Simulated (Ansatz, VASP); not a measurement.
# Mo (Mo(100)) in two plane-wave programs

Wanted: the spread between two codes on one cell, functional and k mesh. Of the first pair: The structure shown is the start of the Ansatz relaxation below; VASP solves that cell, so the two are compared at the walk's first step.

Main program and level: Ansatz 0.2.0; plane waves, with VASP 6.6.1 beside it; single point at PBE.

## 1. The starting structure

The cell holds 4 atoms: 4 Mo. Its edges and angles: a = 3.150 Å, b = 3.150 Å, c = 22.725 Å, α = 90.0°, β = 90.0°, γ = 90.0°. Vacuum lies along c.

As a file:

```cif
data_structure
_symmetry_space_group_name_H-M 'P 1'
_symmetry_Int_Tables_number 1
_cell_length_a 3.1500
_cell_length_b 3.1500
_cell_length_c 22.7250
_cell_angle_alpha 90.000
_cell_angle_beta 90.000
_cell_angle_gamma 90.000
_cell_volume 225.49
loop_
_atom_site_label
_atom_site_type_symbol
_atom_site_fract_x
_atom_site_fract_y
_atom_site_fract_z
_atom_site_occupancy
Mo1 Mo 0.50000 0.50000 0.39604 1
Mo2 Mo 0.00000 0.00000 0.46535 1
Mo3 Mo 0.50000 0.50000 0.53465 1
Mo4 Mo 0.00000 0.00000 0.60396 1
```

## 2. Ansatz: relaxation, PBE

Ansatz runs on its default PAW (the set named soft_2) files.

The two programs are compared at the cell with which this relaxation starts, whose forces are those of its first step.

input.yaml

```yaml
crystal:
  lattice:
    - [3.15, 0.0, 0.0]
    - [0.0, 3.15, 0.0]
    - [0.0, 0.0, 22.725]
  atoms:
    - { symbol: Mo, position: [0.5, 0.5, 0.396039604] }
    - { symbol: Mo, position: [0.0, 0.0, 0.4653465347] }
    - { symbol: Mo, position: [0.5, 0.5, 0.5346534653] }
    - { symbol: Mo, position: [0.0, 0.0, 0.603960396] }
kpoints:
  mp_grid: { grid: [12, 12, 1] }
hamiltonian:
  xc: pbe
scf:
  occupations: { method: fermi_dirac, width: 0.1 }
  convergence: { dr2_threshold: 1.0e-08 }
efield:
  axis: 3
  dipole_correction: true
  ramp_position: 0.97
  ramp_width: 0.06
relax:
  f_tol: 0.02
  max_steps: 60
  constraints: [{ sites: [0, 1] }]
output:
  write_potential: true
  write_density: true
  volumetric_format: npy
```

Run with:

```bash
ansatz run input.yaml --threads 4 --pin off --max-ram 16384MiB --backend cpu --events-out ev --progress --plain --runs-dir out
```

Numbers of over 12 decimals in the logs are rounded to 6 here.

What it wrote:

```text
Engine: ansatz 0.2.0, aarch64-unknown-linux-gnu
Pseudopotentials: kind: paw
Pseudopotential: Mo, paw, valence charge 14, recommended cutoff 420 eV (normal), Mo.paw.azcp
Functional definition: PBE
  parameter kappa = 0.804
  parameter beta = 0.066725
  exchange = pbe_x(kappa = kappa, mu = beta*pi^2/3)
  correlation = pbe_c(beta = beta)
Crystal: 4 atoms, lattice volume = 225.489 Å³
Basis set: ecut = 420 eV, 4451 PW (Γ), exchange–correlation on 48×48×320 points (8 copies of the dense FFT grid, shifted against one another)
Bands: 34, of which v1, the nominal top of the filled ones, is band 28 counted from 1 (27 counted from 0)
Symmetry: 8 space group operations
k-points: 28 of 144
Non-local potential: Mo, projectors of the file, l = 0: 3, l = 1: 2, l = 2: 2, l = 3: 1
PAW form: soft (Blöchl's): semilocal exchange-correlation on the pseudo side does not see the compensation charge
PAW one-centre angular grid: Mo, 590 points (default); XC on 64 Gauss nodes
Initial density: superposition of atomic densities (neutral atoms: chi_scale 0, normalization atom), corrected by the library's trained network
Initial wavefunctions: pseudopotential atomic-orbital guess
Functional: x = pbe(κ = 0.804, μ = 0.219515), c = pbe(β = 0.066725)
SCF iter   1: F=—  HF=-19819.857183 eV  |F-HF|=—  |Δ(HF+E_count)|=         —  Δρ=6.46e-3  dr2=1.68e-1  ethr=1.77e-3  p=0.000 e·Å  D=5.31e-14 V/Å  ΔV_dip=-0.00 eV  dr2_dipole=4.23e-8  V_vac-E_F(+/−)=4.13/4.13 eV  ⟨swp⟩=7.9  Hψ=4534  notcnv=0
efield: sawtooth ramp at fractional position 0.9700 (set: `efield.ramp_position`, or a place that a band, a saddle search or an elastic batch's reference lends), width 0.0600; the density the first Hamiltonian is built on has a dipole p = 0.000 e·Å; the dipole correction subtracts the counter field D = 5.31e-14 V/Å, which shifts the + side's vacuum level by -0.00 eV against the − side's; the planar-averaged density in the ramp window peaks in size at 6.3e-6 e/Å³
preconditioner: auto → LDOS  [metal: Δε(μ)=0.004 eV  Ē_g=3.404 eV  σ=0.100 eV  W_gap=0.01  n_scr=42 (ndim 8)  ℏωp=12.1 eV  f_vac=0.620  D(μ)=5.04/eV (n_scr^D=18)  β→1.0]
SCF iter   2: F=—  HF=-19819.835507 eV  |F-HF|=—  |Δ(HF+E_count)|=   2.17e-2  Δρ=3.81e-3  dr2=6.65e-2  ethr=2.99e-4  p=-0.000 e·Å  D=-4.00e-6 V/Å  ΔV_dip=0.00 eV  dr2_dipole=5.03e-8  V_vac-E_F(+/−)=3.88/3.88 eV  ⟨swp⟩=2.1  Hψ=1706  notcnv=0
SCF iter   3: F=—  HF=-19819.832402 eV  |F-HF|=—  |Δ(HF+E_count)|=   3.10e-3  Δρ=9.68e-4  dr2=4.70e-3  ethr=1.19e-4  p=0.000 e·Å  D=4.44e-7 V/Å  ΔV_dip=-0.00 eV  dr2_dipole=8.26e-9  V_vac-E_F(+/−)=3.92/3.92 eV  ⟨swp⟩=2.0  Hψ=1362  notcnv=0
SCF iter   4: F=—  HF=-19819.832390 eV  |F-HF|=—  |Δ(HF+E_count)|=   1.28e-5  Δρ=2.83e-4  dr2=4.47e-4  ethr=8.39e-6  p=0.000 e·Å  D=1.14e-6 V/Å  ΔV_dip=-0.00 eV  dr2_dipole=1.89e-12  V_vac-E_F(+/−)=3.88/3.88 eV  ⟨swp⟩=2.2  Hψ=1282  notcnv=0
SCF iter   5: F=—  HF=-19819.832356 eV  |F-HF|=—  |Δ(HF+E_count)|=   3.39e-5  Δρ=7.75e-5  dr2=1.80e-5  ethr=7.98e-7  p=0.000 e·Å  D=1.07e-6 V/Å  ΔV_dip=-0.00 eV  dr2_dipole=2.30e-11  V_vac-E_F(+/−)=3.87/3.87 eV  ⟨swp⟩=2.6  Hψ=1580  notcnv=0
SCF iter   6: F=—  HF=-19819.832363 eV  |F-HF|=—  |Δ(HF+E_count)|=   7.48e-6  Δρ=2.58e-5  dr2=3.87e-6  ethr=3.22e-8  p=0.000 e·Å  D=6.49e-7 V/Å  ΔV_dip=-0.00 eV  dr2_dipole=3.10e-11  V_vac-E_F(+/−)=3.87/3.87 eV  ⟨swp⟩=2.8  Hψ=1817  notcnv=0
SCF iter   7: F=—  HF=-19819.832426 eV  |F-HF|=—  |Δ(HF+E_count)|=   6.27e-5  Δρ=7.78e-6  dr2=1.65e-7  ethr=6.91e-9  p=0.000 e·Å  D=3.86e-7 V/Å  ΔV_dip=-0.00 eV  dr2_dipole=2.72e-12  V_vac-E_F(+/−)=3.87/3.87 eV  ⟨swp⟩=2.1  Hψ=1328  notcnv=0
SCF iter   8: F=—  HF=-19819.832426 eV  |F-HF|=—  |Δ(HF+E_count)|=   2.54e-7  Δρ=2.79e-6  dr2=1.63e-8  ethr=2.94e-10  p=0.000 e·Å  D=2.09e-7 V/Å  ΔV_dip=-0.00 eV  dr2_dipole=4.63e-13  V_vac-E_F(+/−)=3.87/3.87 eV  ⟨swp⟩=2.8  Hψ=1941  notcnv=0
SCF iter   9: F=-19819.832426 eV  HF=-19819.832426 eV  |F-HF|=1.78e-9  |Δ(HF+E_count)|=   7.14e-8  Δρ=7.77e-7  dr2=2.00e-9  ethr=1.79e-11  p=0.000 e·Å  D=7.87e-8 V/Å  ΔV_dip=-0.00 eV  dr2_dipole=1.30e-14  V_vac-E_F(+/−)=3.87/3.87 eV  ⟨swp⟩=10.3  Hψ=6762  notcnv=0
SCF 1 converged in 9 iterations: F = -19819.832426 eV  dr2 = 2.00e-9
  greatest PAW one-centre occupation: 0.998 electrons in one spin orbital (limit 2), on the Mo atom at site 3 (counted from 0), in its partial waves of l = 0
relax step   1: F+E_penalty+E_count = -19819.83242618 eV  Δ(F+E_penalty+E_count) = +0.000e0 eV  max|allowed force component| = 1.563e0 eV/Å  Δτ_max = 0.0000 Å  (9 SCF iters, accepted)
[...]
relax step   3: F+E_penalty+E_count = -19819.99585247 eV  Δ(F+E_penalty+E_count) = -6.360e-2 eV  max|allowed force component| = 3.074e-2 eV/Å  Δτ_max = 0.0603 Å  (9 SCF iters, accepted)
[...]
relax step   4: F+E_penalty+E_count = -19819.99592565 eV  Δ(F+E_penalty+E_count) = -7.318e-5 eV  max|allowed force component| = 1.546e-2 eV/Å  Δτ_max = 0.0082 Å  (8 SCF iters, accepted)
NSCF: frozen V_eff on 28 k-points
the band table was solved once a step of the walk had ended and its energy, with any forces and stress, was formed, with the checks that follow a solve (4367 applications of the Hamiltonian). They found nothing against the state; the energy, forces and stress were not computed again (output.eigenvalues in the input reference)
WARN: The output density's exchange-correlation potential varies sharply where the density is thin. Do not read a vacuum level from v_tot or v_xc, or from such a field of the output density. On a cell that repeats whose density bears no net charge and no dipole along the vacuum's axis use v_es (v_loc + v_h of the components); under efield.dipole_correction with no amplitude use v_es + v_field, which holds any externa [...]
SCF converged after 8 iterations
Free energy (F): -19819.995926 eV
Harris-Foulkes:  -19819.995926 eV  (|F-HF|=1.34e-9)
Internal energy: -19819.831584 eV  (E = F + TS)
E sigma→0 (E₀):  -19819.913755 eV
Entropy (-TS):   -0.164342 eV (-41.086 meV/atom)
Fermi energy:    3.091665 eV
Dipole field:    D = 0.001336 V/Å  (p = 0.001665 e·Å, saw-weighted, corrected)
Work function:   Φ+ = 3.8304 eV   Φ− = 3.8607 eV
Levels:          The Fermi level and band energies are counted from a zero that moves with the ramp; work functions are not
--- Per-component energies (eV) ---
  E_band       = -1200.370314
  E_kinetic    = 1757.431237
  E_local      = -61048.384503  (includes V_loc(G=0)·N_el)
  E_nonlocal   = 576.034451
  E_hartree    = 29500.156884
  E_xc         = -728.348904
  E_vxc        = -908.366798  (∫ρ·V_xc dr)
  E_paw        = -12806.173053  (= ΣΔE_a)
  E_vpaw       = -577.392229  (= ΣTr[D̂ρ^β])
  E_aug_tail   = 0.000173  (compensation charges beyond the density's cutoff)
  E_efield     = 0.000001  (sawtooth field / dipole correction)
  E_vefield    = 0.001109  (∫n·V_field dr)
  E_ewald      = 22929.452132
  E_smearing   = -0.164342  (= −TS)
  E_closure    = -0.000000  (closes the sum)
  Σ components = -19819.995926   (vs F -19819.995926, Δ=0.00e0)
--- Forces (eV/Å), atoms counted from 1 ---
  atom   1  Mo     0.00000000     0.00000000     1.65152032
  atom   2  Mo    -0.00000000    -0.00000000    -1.62582730
  atom   3  Mo    -0.00000000     0.00000000    -0.01546452
  atom   4  Mo    -0.00000000    -0.00000000    -0.01025982
  max |Σ_I F_I| component: 3.13e-5 eV/Å
--- Band table (eV; the first three rows and the last of 28) ---
  k-point 0: bands = [... 24 lower, 2.2590, 2.3854, 2.7744, 2.7744, 2.9609, 3.1738, 3.5683, 4.0581, ... 2 higher]
  k-point 1: bands = [... 24 lower, 2.1366, 2.5640, 2.6745, 2.8675, 3.0661, 3.2840, 3.3118, 4.2016, ... 2 higher]
  k-point 2: bands = [... 24 lower, 1.7856, 2.4339, 2.6427, 2.8755, 3.0846, 3.3152, 3.7837, 4.2707, ... 2 higher]
  k-point 27: bands = [... 24 lower, 2.0985, 2.0985, 4.6522, 4.7294, 4.7294, 4.7682, 5.2975, 5.5297, ... 2 higher]
--- Relaxed structure (4 steps of the walk, 4 accepted, 0 SCFs on fresh bases) ---
  F+E_penalty+E_count = -19819.99592565 eV   max|allowed force component| = 1.546e-2 eV/Å
  atoms:
    - { symbol: Mo, position: [0.500000, 0.500000, 0.396039604] }
    - { symbol: Mo, position: [0.0, 0.0, 0.4653465347] }
    - { symbol: Mo, position: [0.500000, 0.500000, 0.537601] }
    - { symbol: Mo, position: [-7.781659398498363e-18, 0, 0.598409] }
```

In the SCF lines HF is the Harris–Foulkes energy and dr2 the Hartree energy of the density residual, in eV; the loop may stop once dr2 is under the threshold and the program's other checks hold. Hψ counts applications of the Hamiltonian.

## 3. VASP: single point, PBE, start cell, pair 1

The same cell, functional, mesh and smearing now go to VASP, with its own data sets.

Lines of VASP's logs that name or quote its potential files are left out, and so is its time.

INCAR

```
SYSTEM = Mo
PREC = Accurate
ENCUT = 400
EDIFF = 1E-06
NELM = 120
ISMEAR = -1
SIGMA = 0.1
LREAL = .FALSE.
ALGO = Normal
GGA = PE
NBANDS = 34
LASPH = .TRUE.
LORBIT = 11
LWAVE = .FALSE.
LCHARG = .FALSE.
ISIF = 2
LDIPOL = .TRUE.
IDIPOL = 3
DIPOL = 0.5 0.5 0.5
LVHAR = .TRUE.
GGA_COMPAT = .FALSE.
NELMDL = -8
```

POSCAR

```
Mo
1.0
    3.1500000000      0.0000000000      0.0000000000
    0.0000000000      3.1500000000      0.0000000000
    0.0000000000      0.0000000000     22.7250000000
Mo
4
Direct
    0.5000000000      0.5000000000      0.3960396040
    1.0000000000      0.0000000000      0.4653465347
    0.5000000000      0.5000000000      0.5346534653
    1.0000000000      0.0000000000      0.6039603960
```

KPOINTS

```
Automatic mesh
0
Gamma
12 12 1
0 0 0
```

The projector-augmented-wave data sets are Mo_sv (PBE family, release 64).

Run with:

```bash
mpirun -np 1 vasp_std
```

What it wrote:

```text
[banner, memory and clock lines left out]
running    1 mpi-ranks, on    1 nodes
 distrk:  each k-point on    1 cores,    1 groups
 distr:  one band on    1 cores,    1 groups

 POSCAR found type information on POSCAR Mo
 POSCAR found :  1 types and       4 ions
 LDA part: xc-table for (Slater+PW92), standard interpolation
 POSCAR, INCAR and KPOINTS ok, starting setup
 FFT: planning ... GRIDC
 FFT: planning ... GRID_SOFT
 FFT: planning ... GRID
 WAVECAR not read
 entering main loop
       N       E                     dE             d eps       ncg     rms          rms(c)
DAV:   1     0.419197463426E+03    0.41920E+03   -0.33222E+04  2784   0.118E+03
DAV:   2    -0.270901004800E+02   -0.44629E+03   -0.43883E+03  2236   0.375E+02
DAV:   3    -0.433492676744E+02   -0.16259E+02   -0.15730E+02  2556   0.569E+01
DAV:   4    -0.439084339579E+02   -0.55917E+00   -0.55123E+00  2472   0.800E+00
DAV:   5    -0.439304451661E+02   -0.22011E-01   -0.21902E-01  2622   0.131E+00
DAV:   6    -0.439308971448E+02   -0.45198E-03   -0.45063E-03  2456   0.198E-01
DAV:   7    -0.439309175540E+02   -0.20409E-04   -0.20380E-04  2414   0.320E-02
DAV:   8    -0.439309181500E+02   -0.59608E-06   -0.59457E-06  1896   0.539E-03    0.233E+01
DAV:   9    -0.440535624367E+02   -0.12264E+00   -0.54502E+01  2478   0.317E+01    0.166E+01
DAV:  10    -0.446541592379E+02   -0.60060E+00   -0.96649E+01  2278   0.351E+01    0.154E+01
DAV:  11    -0.395201634660E+02    0.51340E+01   -0.41541E+01  2380   0.181E+01    0.278E+00
DAV:  12    -0.395595073520E+02   -0.39344E-01   -0.90787E-01  2464   0.392E+00    0.247E+00
DAV:  13    -0.395417223012E+02    0.17785E-01   -0.40667E-02  2392   0.101E+00    0.204E+00
DAV:  14    -0.395274495268E+02    0.14273E-01   -0.22992E-01  2450   0.299E+00    0.906E-01
[...]
DAV:  19    -0.395193807368E+02   -0.93993E-04   -0.62019E-04  2484   0.178E-01    0.480E-02
DAV:  20    -0.395194977676E+02   -0.11703E-03   -0.24833E-04  2644   0.969E-02    0.134E-02
DAV:  21    -0.395195653058E+02   -0.67538E-04   -0.45422E-05  2260   0.481E-02    0.765E-03
DAV:  22    -0.395195977923E+02   -0.32487E-04   -0.15714E-05  2292   0.302E-02    0.578E-03
DAV:  23    -0.395196161376E+02   -0.18345E-04   -0.33555E-06  1530   0.102E-02    0.271E-03
DAV:  24    -0.395196201376E+02   -0.40000E-05   -0.53661E-07  1298   0.389E-03    0.453E-04
DAV:  25    -0.395196218990E+02   -0.17614E-05   -0.24181E-07  1266   0.161E-03    0.678E-04
DAV:  26    -0.395196225641E+02   -0.66515E-06   -0.79613E-08  1206   0.790E-04
   1 F= -.39519623E+02 E0= -.39429346E+02  d E =-.180553E+00
```

From OUTCAR (step 3):

```text
ion  position               nearest neighbor table
   1  0.500  0.500  0.396-   2 2.73   2 2.73   2 2.73   2 2.73   3 3.15
   2  0.000  0.000  0.465-   3 2.73   3 2.73   3 2.73   3 2.73   1 2.73   1 2.73   1 2.73   1 2.73
                             4 3.15
   3  0.500  0.500  0.535-   2 2.73   2 2.73   2 2.73   2 2.73   4 2.73   4 2.73   4 2.73   4 2.73
                             1 3.15
   4  0.000  0.000  0.604-   3 2.73   3 2.73   3 2.73   3 2.73   2 3.15

  LATTYP: Found a simple tetragonal cell.
 ALAT       =     3.1500000000
 C/A-ratio  =     7.2142857143

 Subroutine GETGRP returns: Found 16 space group operations
 (whereof  8 operations were pure point group operations)

The static configuration has the point symmetry C_4v.
 The point group associated with its full space group is D_4h.

 Found     28 irreducible k-points:

   k-points           NKPTS =     28   k-points in BZ     NKDIM =     28   number of bands    NBANDS=     34

   dimension x,y,z NGX =    24 NGY =   24 NGZ =  150
   dimension x,y,z NGXF=    48 NGYF=   48 NGZF=  300

   ENCUT  =  400.0 eV  29.40 Ry    5.42 a.u.   5.14  5.14 37.06*2*pi/ulx,y,z

   NELECT =      56.0000    total number of electrons

 k-points in reciprocal lattice and weights: Automatic mesh
   0.00000000  0.00000000  0.00000000       0.007
   0.08333333  0.00000000  0.00000000       0.028
   0.16666667  0.00000000  0.00000000       0.028
   0.25000000  0.00000000  0.00000000       0.028
   0.33333333  0.00000000  0.00000000       0.028
   0.41666667  0.00000000  0.00000000       0.028
   0.50000000  0.00000000  0.00000000       0.014
   0.08333333  0.08333333  0.00000000       0.028
   0.16666667  0.08333333  0.00000000       0.056
[...]
0.50000000  0.41666667  0.00000000       0.028
   0.50000000  0.50000000  0.00000000       0.007

 dipolmoment           0.000000      0.000000      0.000000 electrons x Angstroem

 average (electrostatic) potential at core
       1 -80.6723       2 -80.8855       3 -80.8855       4 -80.6723

 E-fermi :   0.7302

 k-point     1 :       0.0000    0.0000    0.0000
  band No.  band energies     occupation
    ...
     26       0.0936      1.99657
     27       0.3672      1.94833
     28       0.3672      1.94833
     29       0.5540      1.70687
     30       0.7865      0.72571
     31       1.4666      0.00127
     32       1.7403      0.00008
     33       1.7403      0.00008
     34       1.7431      0.00008

 k-point     2 :       0.0833    0.0000    0.0000
  band No.  band energies     occupation
    ...
     25      -0.2763      1.99991
     26       0.1211      1.99549
     27       0.1570      1.99354
     28       0.6332      1.45021
     29       0.6948      1.17525
     30       0.8665      0.40745
     31       1.0689      0.06541
     32       1.8294      0.00003
     33       1.8437      0.00003
     34       2.1753      0.00000

 k-point     3 :       0.1667    0.0000    0.0000
  band No.  band energies     occupation
    ...
     26      -0.0035      1.99870
     27       0.2069      1.98939
     28       0.7398      0.95199
     29       0.7581      0.86142
     30       0.8352      0.51848
     31       1.3261      0.00515
     32       1.9376      0.00001
     33       2.0331      0.00000
     34       2.5154      0.00000

  Total       -6.9588814     -6.9588814     -4.9722644      0.0000000      0.0000000     -0.0000000
  in kB      -49.4452999    -49.4452999    -35.3296877      0.0000000      0.0000000     -0.0000000
  external PRESSURE =     -44.7400958 kB  Pullay stress =       0.0000000 kB

  energy-cutoff  :      400.00
  volume of cell :      225.49
      direct lattice vectors                 reciprocal lattice vectors
     3.150000000  0.000000000  0.000000000     0.317460317  0.000000000  0.000000000
     0.000000000  3.150000000  0.000000000     0.000000000  0.317460317  0.000000000
     0.000000000  0.000000000 22.725000000     0.000000000  0.000000000  0.044004400

 POSITION                                       TOTAL-FORCE (eV/Angst)
 -----------------------------------------------------------------------------------
      1.57500      1.57500      9.00000         0.000000      0.000000      1.489770
      0.00000      0.00000     10.57500         0.000000     -0.000000     -1.571252
      1.57500      1.57500     12.15000         0.000000      0.000000      1.571252
      0.00000      0.00000     13.72500        -0.000000     -0.000000     -1.489770
 -----------------------------------------------------------------------------------
    total drift:                                0.000000     -0.000000     -0.000000

  FREE ENERGIE OF THE ION-ELECTRON SYSTEM (eV)
  ---------------------------------------------------
  free  energy   TOTEN  =       -39.5196225641 eV

  energy  without entropy=      -39.3390691723  energy(sigma->0) =      -39.42934587

 vacuum level on the upper side and lower side of the slab         4.597         4.597

 total charge
# of ion       s       p       d       tot
------------------------------------------
    1        2.337   6.069   3.917  12.324
    2        2.380   6.193   3.898  12.470
    3        2.380   6.193   3.898  12.470
    4        2.337   6.069   3.917  12.324
--------------------------------------------------
tot          9.435  24.524  15.630  49.589

[... 3 further parts left out ...]
```

## 4. Comparison

Known differences besides the potentials themselves: the cutoff is 420 eV in Ansatz and 400 eV in VASP. Total energies have different zeros and are not compared.

Forces (eV/Å; atoms numbered as in POSCAR):

| atom | Ansatz x, y, z | VASP x, y, z |
| --- | --- | --- |
| Mo1 | 0.000, 0.000, 1.518 | 0.000, 0.000, 1.490 |
| Mo2 | 0.000, 0.000, -1.563 | 0.000, 0.000, -1.571 |
| Mo3 | 0.000, 0.000, 1.563 | 0.000, 0.000, 1.571 |
| Mo4 | 0.000, 0.000, -1.518 | 0.000, 0.000, -1.490 |

The forces differ by 12 meV/Å r.m.s., which is 1.3 % of the r.m.s. force of 0.884 eV/Å (both taken over all components). With vacuum in the cell, a pressure given here is an average over mostly empty space and none of the material.

(Continued in part 2 of 2.)

[Lines on the potential files, build, host, timing and source positions are cut from VASP's logs without a mark.]

[Logs are printed without paths, hosts, clocks, repeated set-up lines and the standing remarks that a program may print on its own settings, such as how far it seeks lower states.]

[Hosts, paths, dates, database ids (printed as entryN), source tags and the programs' standing remarks are cut or masked in the printed files.]
